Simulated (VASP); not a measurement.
Input of a VASP 6.6.1 run:

INCAR

```
ALGO = Normal ; EDIFF = 1E-6
EDIFFG = -0.002 ; ENCUT = 600
GGA = PE ; IBRION = 2
ISIF = 3 ; ISMEAR = 0
LASPH = True ; LCHARG = False
LREAL = False ; LWAVE = False
NELM = 100 ; NSW = 100
PREC = Accurate ; SIGMA = 0.02
```

Contents of KPOINTS:

```
k-points
0
Gamma
  8 8 8
```

POSCAR

```
CdS
1.0
    0.0000000000      2.9200000000      2.9200000000
    2.9200000000      0.0000000000      2.9200000000
    2.9200000000      2.9200000000      0.0000000000
Cd S
1 1
Direct
    0.0000000000      0.0000000000      0.0000000000
    0.2500000000      0.2500000000      0.2500000000
```

Potentials or basis: VASP PAW PBE potentials, release 64 (Cd, S).

Command:

```console
$ cat potpaw_PBE.64/Cd/POTCAR potpaw_PBE.64/S/POTCAR > POTCAR
$ mpirun -np 1 vasp_std > vasp.out
```

**Question.** Predict the band gap on the k mesh.

**Answer.** 1.03 eV, direct.

**Question.** What does it give for the relaxed cell?

**Answer.** a = 4.197 Å, b = 4.197 Å, c = 4.197 Å, α = 60.00°, β = 60.00°, γ = 60.00°.

**Question.** Estimate the relaxed volume.

**Answer.** 26.14 Å³/atom.

The path:
```csv
step,energy change (eV),largest force (eV/Å),pressure (GPa),volume (Å³)
1,0.0000,0.0000,2.94,49.79
2,-0.0196,0.0000,-0.83,53.15
3,-0.0219,0.0000,0.03,52.29
4,-0.0219,0.0000,-0.05,52.34
5,-0.0219,0.0000,-0.01,52.28
```

A hybrid or GW would open this gap; PBE tends to underestimate it.
